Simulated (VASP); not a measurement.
OSZICAR of a VASP run on InSb (zinc blende):

**OSZICAR**
```
       N       E                     dE             d eps       ncg     rms          rms(c)
DAV:   1     0.674752864594E+02    0.67475E+02   -0.79508E+03   910   0.132E+03
DAV:   2    -0.440416544853E+02   -0.11152E+03   -0.10932E+03   950   0.309E+02
DAV:   3    -0.516419994148E+02   -0.76003E+01   -0.74329E+01  1195   0.890E+01
DAV:   4    -0.518551915917E+02   -0.21319E+00   -0.21311E+00  1049   0.175E+01
DAV:   5    -0.518672056615E+02   -0.12014E-01   -0.12014E-01  1407   0.339E+00    0.513E+00
DAV:   6    -0.488180248404E+02    0.30492E+01   -0.16990E+00  1075   0.286E+01    0.278E+00
DAV:   7    -0.486638518176E+02    0.15417E+00   -0.50642E-01   925   0.104E+01    0.140E+00
DAV:   8    -0.488354449666E+02   -0.17159E+00   -0.38047E-01   915   0.674E+00    0.973E-01
DAV:   9    -0.487420381282E+02    0.93407E-01   -0.41186E-02   975   0.272E+00    0.654E-01
DAV:  10    -0.487551268414E+02   -0.13089E-01   -0.86378E-03   990   0.105E+00    0.104E+00
DAV:  11    -0.487636685284E+02   -0.85417E-02   -0.33874E-02   925   0.168E+00    0.379E-01
DAV:  12    -0.487658103294E+02   -0.21418E-02   -0.66436E-03  1065   0.551E-01    0.258E-01
DAV:  13    -0.487664481800E+02   -0.63785E-03   -0.41978E-04   950   0.182E-01    0.306E-01
DAV:  14    -0.487662280471E+02    0.22013E-03   -0.77029E-05   980   0.661E-02    0.328E-01
DAV:  15    -0.487658732629E+02    0.35478E-03   -0.14687E-04   935   0.112E-01    0.395E-01
DAV:  16    -0.487601538650E+02    0.57194E-02   -0.17877E-02   920   0.169E+00    0.175E+00
DAV:  17    -0.487661430854E+02   -0.59892E-02   -0.79961E-03   910   0.892E-01    0.484E-01
DAV:  18    -0.487662702260E+02   -0.12714E-03   -0.32794E-04  1010   0.216E-01    0.144E-01
DAV:  19    -0.487662513932E+02    0.18833E-04   -0.75231E-05   910   0.124E-01    0.290E-02
DAV:  20    -0.487662877061E+02   -0.36313E-04   -0.34084E-05   910   0.803E-02    0.304E-02
DAV:  21    -0.487662866813E+02    0.10249E-05   -0.24464E-05   918   0.707E-02    0.162E-02
DAV:  22    -0.487662938515E+02   -0.71703E-05   -0.56170E-06   940   0.258E-02    0.157E-02
DAV:  23    -0.487662934007E+02    0.45079E-06   -0.82290E-07   625   0.728E-03
   1 F= -.48766293E+02 E0= -.48766293E+02  d E =-.487663E+02
```

Question: Which electronic solver shows in the log?

Answer: It is blocked Davidson (ALGO = Normal, or the opening steps of other solvers). The INCAR had ALGO = Normal.

Question: Can the final energy be trusted as converged?

Answer: The run converged. It stopped with EDIFF = 1E-6, NELM = 100, NSW = 60 and EDIFFG = -0.01 after 1 ionic step (r2SCAN meta-GGA, plane waves, VASP's PBE PAW potentials (set 64)).

The compound is InSb in the zinc blende structure. It was relaxed first. The start is the result of an earlier pass.
